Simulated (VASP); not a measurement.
GeMo (relaxed from the WC structure, space group P-6m2): computed properties

Method: r2SCAN meta-GGA, VASP's PBE PAW potentials (set 64) (plane waves; VASP 6.6.1).

| Quantity | Value |
|---|---|
| space group | P-6m2 (187) |
| cell | a = 3.207 Å, b = 3.207 Å, c = 3.550 Å, α = 90.00°, β = 90.00°, γ = 120.00° |
| volume per atom | 15.81 Å^3/atom |
| band gap (over mesh and band path) | none (metal, semimetal or under 0.01 eV) |
| density | 8.85 g/cm³ |

```yaml
crystal:
  lattice:
    - [3.20715, 0.00000, 0.00000]
    - [-1.60358, 2.77747, 0.00000]
    - [0.00000, 0.00000, 3.54950]
  atoms:
    - { symbol: Mo, position: [0.00000, 0.00000, 0.00000] }
    - { symbol: Ge, position: [0.66667, 0.33333, 0.50000] }
```

The structure was generated: GeMo was put into the WC type (P-6m2), which need not be its known phase. It was relaxed first, which changed the volume by -15 %. Symmetry was kept, so distortions that lower it aren't found.
